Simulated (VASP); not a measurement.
OSZICAR of a VASP run on Ni3Al (L1_2):

### OSZICAR
```
       N       E                     dE             d eps       ncg     rms          rms(c)
DAV:   1     0.170006201208E+03    0.17001E+03   -0.12248E+04  2956   0.164E+03
DAV:   2    -0.177068617934E+02   -0.18771E+03   -0.17985E+03  2940   0.328E+02
DAV:   3    -0.259040294174E+02   -0.81972E+01   -0.76720E+01  3305   0.936E+01
DAV:   4    -0.260478426659E+02   -0.14381E+00   -0.14321E+00  3379   0.110E+01
DAV:   5    -0.260526086757E+02   -0.47660E-02   -0.47643E-02  3519   0.191E+00    0.194E+01
DAV:   6    -0.271467965893E+02   -0.10942E+01   -0.66658E+01  3328   0.135E+02    0.215E+01
DAV:   7    -0.219245344140E+02    0.52223E+01   -0.20085E+01  3296   0.731E+01    0.247E+00
DAV:   8    -0.219175270782E+02    0.70073E-02   -0.43568E-01  3080   0.534E+00    0.158E+00
DAV:   9    -0.218977517048E+02    0.19775E-01   -0.50467E-02  3787   0.317E+00    0.546E-01
DAV:  10    -0.218974268956E+02    0.32481E-03   -0.35052E-03  3533   0.651E-01    0.145E-01
DAV:  11    -0.218973203151E+02    0.10658E-03   -0.23989E-04  3417   0.179E-01    0.888E-02
DAV:  12    -0.218972806298E+02    0.39685E-04   -0.92959E-05  3921   0.127E-01    0.446E-02
DAV:  13    -0.218972757865E+02    0.48433E-05   -0.11933E-05  3276   0.540E-02    0.151E-02
DAV:  14    -0.218972752132E+02    0.57336E-06   -0.36629E-06  3013   0.248E-02
   1 F= -.21897275E+02 E0= -.21896840E+02  d E =-.130424E-02  mag=     0.7590
```

Q: Which electronic solver shows in the log?

A: It is blocked Davidson (ALGO = Normal, or the opening steps of other solvers). The INCAR had ALGO = Normal.

Q: How was spin treated?

A: Collinear spin (ISPIN = 2): the summary line carries one mag value, 0.76 μB in the cell.

Q: Can the final energy be trusted as converged?

A: The calculation finished and met its thresholds. It stopped with EDIFF = 1E-6, NELM = 100 (PBE GGA, plane waves, VASP's PBE PAW potentials (set 64)).

The compound is Ni3Al in the L1_2 structure. The cell was not relaxed at this level.
